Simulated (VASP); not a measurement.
OSZICAR of a VASP run on Al₃Sc (L1_2):

File OSZICAR:
```
       N       E                     dE             d eps       ncg     rms          rms(c)
DAV:   1     0.111240094118E+03    0.11124E+03   -0.81115E+03   980   0.122E+03
DAV:   2    -0.132579888282E+02   -0.12450E+03   -0.12267E+03   986   0.355E+02
DAV:   3    -0.216808663802E+02   -0.84229E+01   -0.80092E+01  1550   0.725E+01
DAV:   4    -0.218240185710E+02   -0.14315E+00   -0.14270E+00  1398   0.101E+01
DAV:   5    -0.218273845790E+02   -0.33660E-02   -0.33656E-02  1436   0.155E+00    0.898E+00
DAV:   6    -0.208373710400E+02    0.99001E+00   -0.49734E+00  1618   0.260E+01    0.317E+00
DAV:   7    -0.207765474807E+02    0.60824E-01   -0.10121E-01  1178   0.272E+00    0.180E+00
DAV:   8    -0.207480752576E+02    0.28472E-01   -0.44454E-02  1436   0.178E+00    0.230E-01
DAV:   9    -0.207476840061E+02    0.39125E-03   -0.33768E-03  1274   0.502E-01    0.907E-02
DAV:  10    -0.207476350174E+02    0.48989E-04   -0.21189E-04  1468   0.133E-01    0.776E-02
DAV:  11    -0.207476366549E+02   -0.16376E-05   -0.37009E-05  1568   0.433E-02    0.588E-02
DAV:  12    -0.207476225711E+02    0.14084E-04   -0.46525E-05  1456   0.646E-02    0.593E-03
DAV:  13    -0.207476226990E+02   -0.12793E-06   -0.12308E-06  1294   0.102E-02    0.379E-03
DAV:  14    -0.207476227893E+02   -0.90265E-07   -0.29897E-07  1016   0.564E-03
   1 F= -.20747623E+02 E0= -.20746893E+02  d E =-.207476E+02
```

### Question
Which electronic solver shows in the log?

### Answer
It is blocked Davidson (ALGO = Normal, or the opening steps of other solvers). The INCAR had ALGO = Normal.

### Question
Can the final energy be trusted as converged?

### Answer
Self-consistency was reached. It stopped with EDIFF = 1E-7, NELM = 100, NSW = 30 and EDIFFG = -0.01 after 1 ionic step (PBEsol GGA, plane waves, VASP's PBE PAW potentials (set 64)).

The compound is Al3Sc in the L1_2 structure. This cell was strained or had an atom moved on purpose.
